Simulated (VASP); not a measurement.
Write the native input for VASP 6.6.1 that does the following.

| Quantity | Value |
| --- | --- |
| Task | relaxation of cell and atoms |
| Functional | PBE |
| Dispersion | D3(BJ) |
| Potentials or basis | VASP PAW PBE potentials, release 64 (Ti_sv, Te) |
| Cutoff | 600 eV |
| k mesh | 12 × 12 × 6 |
| Occupations | methfessel-paxton, width 0.1 eV |
| Spin | no spin polarisation |
| Further INCAR settings | ALGO = Normal; EDIFF = 1e-07; IBRION = 2; EDIFFG = -0.005; NSW = 90; ISIF = 3 |

The structure of TiTe2 lies in POSCAR:

```
TiTe2                                   
1.0
    3.6984931756      0.0000000000      0.0000000000
   -1.8492465878      3.2029890458     -0.0000000000
    0.0000000000      0.0000000000      6.3674408713
  Ti              Te            
     1     2
Direct
     0.0000000000000000    0.0000000000000000    0.0000000000000000
     0.6666666667000030    0.3333333332999970    0.2717248346754894
     0.3333333332999970    0.6666666667000030    0.7282751653245104
```

One way to write it, as run:

INCAR

```
PREC = Accurate
ENCUT = 600
EDIFF = 1E-7
ISMEAR = 1
SIGMA = 0.1
LREAL = F
LASPH = T
NELM = 80
ALGO = Normal
ISIF = 3
LWAVE = F
LCHARG = F
GGA = PE
IVDW = 12
IBRION = 2
NSW = 90
EDIFFG = -0.005
```

KPOINTS

```
regular mesh
0
Gamma
  12 12 6
```

Potentials or basis: VASP PAW PBE potentials, release 64 (Ti_sv, Te).

Run with:

```bash
$ cat potpaw_PBE.64/Ti_sv/POTCAR potpaw_PBE.64/Te/POTCAR > POTCAR
$ mpirun -np 1 vasp_std > vasp.out
```

Results of the run:

```json
{"Relaxed volume": "25.13 Å³/atom", "Relaxed cell": "a = 3.696 Å, b = 3.696 Å, c = 6.373 Å, α = 90.00°, β = 90.00°, γ = 120.00°", "Space group after relaxing (to 0.05 Å)": "P-3m1 (No. 164)", "Energy gained by relaxing": "0.0 meV/atom", "Ionic steps": "4", "Pressure after relaxing": "0.0 GPa", "Largest force after relaxing": "0.004 eV/Å", "Band gap on the k mesh": "none (metal or under the smearing width)", "Dispersion energy per atom": "-0.524 eV"}
```

It took 3.6 min on 1 thread of AMD EPYC 9R45 96-Core Processor (Zen 5) (shared host), peak memory 0.31 GiB.
